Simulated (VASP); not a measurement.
These are optB88-vdW, VASP's PBE PAW potentials (set 64) (plane waves; VASP) values and carry that method's errors.

Input for VASP

INCAR:
```
! general
SYSTEM   = Si
PREC     = Accurate
ENCUT    = 520
LREAL    = .FALSE.
LASPH    = .TRUE.
ICHARG   = 11

! electronic loop
EDIFF    = 1E-7
NELM     = 100
ALGO     = Normal

! smearing
ISMEAR   = 0
SIGMA    = 0.05

! functional
GGA      = BO
LUSE_VDW = .TRUE.
AGGAC    = 0.0
PARAM1   = 0.1833333333
PARAM2   = 0.22

! output
LWAVE    = .FALSE.
LCHARG   = .FALSE.
LORBIT   = 11
```

### KPOINTS
```
k-points along high-symmetry lines
15
Line-mode
Reciprocal
  0.000000   0.000000   0.000000 ! GAMMA
  0.500000   0.000000   0.500000 ! X

  0.500000   0.000000   0.500000 ! X
  0.625000   0.250000   0.625000 ! U

  0.375000   0.375000   0.750000 ! K
  0.000000   0.000000   0.000000 ! GAMMA

  0.000000   0.000000   0.000000 ! GAMMA
  0.500000   0.500000   0.500000 ! L

  0.500000   0.500000   0.500000 ! L
  0.500000   0.250000   0.750000 ! W

  0.500000   0.250000   0.750000 ! W
  0.500000   0.000000   0.500000 ! X
```

**POSCAR**
```
Si
1
    0.0000000000     2.7344950546     2.7344950546
    2.7344950546     0.0000000000     2.7344950546
    2.7344950546     2.7344950546     0.0000000000
Si
2
Direct
  0.0000000000   0.0000000000   0.0000000000
  0.2500000000   0.2500000000   0.2500000000
```

POTCAR, in this order: Si (PBE.64 set). Program: vasp_std. Read from the step before: CHGCAR.

The resulting files:

**OSZICAR**
```
       N       E                     dE             d eps       ncg     rms          rms(c)
DAV:   1     0.111469025337E+02    0.11147E+02   -0.32958E+03  1440   0.768E+02
DAV:   2    -0.648809808125E+01   -0.17635E+02   -0.16821E+02  2184   0.797E+01
DAV:   3    -0.675358326188E+01   -0.26549E+00   -0.26549E+00  1920   0.122E+01
DAV:   4    -0.675473064902E+01   -0.11474E-02   -0.11474E-02  2424   0.848E-01
DAV:   5    -0.675473342189E+01   -0.27729E-05   -0.27729E-05  1920   0.255E-02
DAV:   6    -0.675473346707E+01   -0.45175E-07   -0.45163E-07  2424   0.227E-03
   1 F= -.67547335E+01 E0= -.67547335E+01  d E =-.581905E-12
```

File OUTCAR:
```
 val. band max:        5.5216248583   @ k =   0.0000   0.0000   0.0000

 cond. band min:       6.2340338303   @ k =   0.4286   0.0000   0.4286



 k-point     1 :       0.0000    0.0000    0.0000
  band No.  band energies     occupation
      1      -6.2438      2.00000
      2       5.5216      2.00000
      3       5.5216      2.00000
      4       5.5216      2.00000
      5       8.1596      0.00000
      6       8.1596      0.00000
      7       8.1596      0.00000
      8       8.6324      0.00000

 k-point     2 :       0.0357    0.0000    0.0357
  band No.  band energies     occupation
      1      -6.2220      2.00000
      2       5.3679      2.00000
      3       5.4343      2.00000
      4       5.4343      2.00000
      5       8.1061      0.00000
      6       8.2738      0.00000
      7       8.2738      0.00000
      8       8.7823      0.00000

 k-point     3 :       0.0714    0.0000    0.0714
  band No.  band energies     occupation
      1      -6.1565      2.00000
      2       4.9761      2.00000
      3       5.2096      2.00000
      4       5.2096      2.00000
      5       7.9580      0.00000
      6       8.5791      0.00000
      7       8.5791      0.00000
      8       9.1502      0.00000

 k-point     4 :       0.1071    0.0000    0.1071
  band No.  band energies     occupation
      1      -6.0476      2.00000
      2       4.4562      2.00000
      3       4.9139      2.00000
      4       4.9139      2.00000
      5       7.7438      0.00000
      6       9.0083      0.00000
      7       9.0083      0.00000
      8       9.5714      0.00000

 k-point     5 :       0.1429    0.0000    0.1429
  band No.  band energies     occupation
      1      -5.8956      2.00000
      2       3.8751      2.00000
      3       4.5946      2.00000
      4       4.5946      2.00000
      5       7.4951      0.00000
      6       9.5129      0.00000
      7       9.5129      0.00000
      8       9.8246      0.00000
...
```

The density is held fixed in this step, so its total energy and stress have no physical meaning.

The compound is Si in the diamond structure. It was relaxed first.
